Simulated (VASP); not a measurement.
Computed with PBEsol GGA, VASP's PBE PAW potentials (set 64) (plane waves; VASP).

VASP ran on this input.

### KPOINTS
```
Regular mesh
0
G
 6 6 6
```

**POSCAR**
```
BaTiO3
1
    2.8293747199     1.6335404610     2.3206194858
   -2.8293747199     1.6335404610     2.3206194858
   -0.0000000000    -3.2670809221     2.3206194858
Ba Ti O
1 1 3
Direct
  0.0006625252   0.0006625252   0.0006625252
  0.5127411716   0.5127411716   0.5127411716
  0.4882675106   0.9811512820   0.4882675106
  0.4882675106   0.4882675106   0.9811512820
  0.9811512820   0.4882675106   0.4882675106
```

### INCAR
```
SYSTEM = BaTiO3
PREC = Accurate
ENCUT = 520
EDIFF = 1E-7
NELM = 100
ALGO = Normal
LREAL = .FALSE.
LASPH = .TRUE.
ISMEAR = -5
GGA = PS
LMAXMIX = 4
LWAVE = .FALSE.
LCHARG = .TRUE.
LORBIT = 11
NEDOS = 601
ISIF = 2
LEFG = .TRUE.
```

POTCAR, in this order: Ba_sv Ti_sv O (PBE.64 set). Program: vasp_std.

What VASP printed:

### OSZICAR
```
       N       E                     dE             d eps       ncg     rms          rms(c)
DAV:   1     0.454971428258E+03    0.45497E+03   -0.21381E+04  1536   0.181E+03
DAV:   2    -0.159586523744E+01   -0.45657E+03   -0.44951E+03  1864   0.494E+02
DAV:   3    -0.499471820864E+02   -0.48351E+02   -0.48190E+02  2288   0.151E+02
DAV:   4    -0.519266040919E+02   -0.19794E+01   -0.19782E+01  2200   0.281E+01
DAV:   5    -0.519880742204E+02   -0.61470E-01   -0.61468E-01  2128   0.377E+00    0.240E+01
DAV:   6    -0.422022119409E+02    0.97859E+01   -0.69671E+01  2448   0.780E+01    0.103E+01
DAV:   7    -0.421712289205E+02    0.30983E-01   -0.11777E+01  2000   0.255E+01    0.698E+00
DAV:   8    -0.420086045839E+02    0.16262E+00   -0.13311E+00  2048   0.115E+01    0.239E+00
DAV:   9    -0.420191686851E+02   -0.10564E-01   -0.19163E-01  1880   0.318E+00    0.105E+00
DAV:  10    -0.420105682925E+02    0.86004E-02   -0.85649E-02  2104   0.277E+00    0.426E-01
DAV:  11    -0.420089434303E+02    0.16249E-02   -0.15369E-02  2328   0.899E-01    0.110E-01
DAV:  12    -0.420088583740E+02    0.85056E-04   -0.33103E-03  2016   0.548E-01    0.874E-02
DAV:  13    -0.420087737421E+02    0.84632E-04   -0.37719E-04  2096   0.146E-01    0.152E-02
DAV:  14    -0.420087775561E+02   -0.38140E-05   -0.24524E-05  1976   0.437E-02    0.211E-02
DAV:  15    -0.420087751053E+02    0.24508E-05   -0.47369E-06  2088   0.218E-02    0.866E-03
DAV:  16    -0.420087741526E+02    0.95270E-06   -0.47796E-06  2296   0.150E-02    0.175E-03
DAV:  17    -0.420087741733E+02   -0.20700E-07   -0.17490E-07  1200   0.380E-03
   1 F= -.42008774E+02 E0= -.42008774E+02  d E =0.000000E+00
```

**OUTCAR**
```
------------------------ aborting loop because EDIFF is reached ----------------------------------------
  FORCE on cell =-STRESS in cart. coord.  units (eV):
  Direction    XX          YY          ZZ          XY          YZ          ZX
  --------------------------------------------------------------------------------------
  Total       -0.0178170     -0.0178170     -0.0488102      0.0000000      0.0000000      0.0000000
  in kB       -0.4435780     -0.4435781     -1.2151944      0.0000000      0.0000000      0.0000000
  external PRESSURE =      -0.7007835 kB  Pullay stress =       0.0000000 kB
  volume of cell :       64.35
      direct lattice vectors                 reciprocal lattice vectors
     2.829374720  1.633540461  2.320619486     0.176717490  0.102027878  0.143639806
    -2.829374720  1.633540461  2.320619486    -0.176717490  0.102027878  0.143639806
     0.000000000 -3.267080922  2.320619486     0.000000000 -0.204055756  0.143639806
 POSITION                                       TOTAL-FORCE (eV/Angst)
 -----------------------------------------------------------------------------------
      0.00000     -0.00000      0.00461         0.000000      0.000000     -0.014929
      0.00000     -0.00000      3.56963         0.000000      0.000000     -0.013647
     -1.39455      0.80515      4.54304         0.011093     -0.006405      0.009525
      0.00000     -1.61029      4.54304         0.000000      0.012809      0.009525
      1.39455      0.80515      4.54304        -0.011093     -0.006405      0.009525
 -----------------------------------------------------------------------------------
    total drift:                               -0.000000      0.000004     -0.000116
  FREE ENERGIE OF THE ION-ELECTRON SYSTEM (eV)
  ---------------------------------------------------
  free  energy   TOTEN  =       -42.0087741733 eV

  energy  without entropy=      -42.0087741733  energy(sigma->0) =      -42.00877417

 total charge

# of ion       s       p       d       tot
------------------------------------------
    1        2.003   5.633   0.336   7.972
    2        2.224   6.282   1.792  10.298
    3        1.561   3.450   0.000   5.011
    4        1.561   3.450   0.000   5.011
    5        1.561   3.450   0.000   5.011
--------------------------------------------------
tot          8.910  22.266   2.127  33.303

 Electric field gradients after diagonalization (V/A^2)
 (convention: |V_zz| > |V_xx| > |V_yy|)
----------------------------------------------------------------------
 ion       V_xx      V_yy      V_zz     asymmetry (V_yy - V_xx)/ V_zz
----------------------------------------------------------------------
   1      -1.734    -1.732     3.465       0.001
   2      -5.550    -5.548    11.098       0.000
   3      -9.811    -9.357    19.169       0.024
   4      -9.811    -9.357    19.169       0.024
   5      -9.811    -9.357    19.169       0.024
```
(Selected blocks of OUTCAR.)

The structure comes from a computed database's BaTiO3 entry (R3m); how it stands against other phases isn't given here. It was relaxed first.
